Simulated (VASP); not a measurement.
PbO (relaxed from the NiAs type structure, space group P6_3/mmc) is relaxed at rising pressure, each step from the one before. Symmetry mostly holds the structure type, and other phases were not tried. The mesh follows the cell, and a change of mesh leaves a small step in the series.

Given:

```cif
data_O2Pb2
_chemical_formula_sum 'Pb2 O2'
_space_group_name_H-M_alt 'P 1'
_space_group_IT_number 1
_cell_length_a 3.54261
_cell_length_b 3.54261
_cell_length_c 6.43063
_cell_angle_alpha 90.000
_cell_angle_beta 90.000
_cell_angle_gamma 120.000
loop_
_space_group_symop_operation_xyz
  'x, y, z'
loop_
_atom_site_label
_atom_site_type_symbol
_atom_site_fract_x
_atom_site_fract_y
_atom_site_fract_z
_atom_site_occupancy
Pb1 Pb 0.00000 0.00000 0.00000 1
Pb2 Pb 0.00000 0.00000 0.50000 1
O1 O 0.33333 0.66667 0.25000 1
O2 O 0.66667 0.33333 0.75000 1
```

The numbers are results of PBEsol GGA, VASP's PBE PAW potentials (set 64) (plane waves; VASP 6.6.1), not measurements. Run with 620 eV cut-off, 10×10×5 Γ-centred mesh, first-order Methfessel-Paxton smearing of 0.10 eV, potentials Pb_d O.

Unless said otherwise, spin-orbit coupling is left out, though it shifts the bands of the heavy elements here.

```csv
P (GPa),V (Å³/atom),H − H(0) (eV/atom),space group,gap on the mesh (eV),k-mesh
0,17.47,0.000,P6_3/mmc,0.00,10×10×5
5,16.62,0.532,P6_3/mmc,0.00,10×10×5
10,[?],[?],P6_3/mmc,0.00,10×10×5
20,[?],[?],P6_3/mmc,0.00,11×11×5
30,14.13,2.910,P6_3/mmc,0.00,11×11×5
45,13.16,4.186,P6_3/mmc,0.00,11×11×5
```

Q: Some entries are withheld; supply them.

A: 
- 20, V (Å³/atom): 14.93
- 20, H − H(0) (eV/atom): 2.004
- 10, V (Å³/atom): 15.95
- 10, H − H(0) (eV/atom): 1.042

Pressures at which the relaxation failed are left out.

The structure was generated: PbO was put into the NiAs type type (P6_3/mmc), which need not be its known phase.
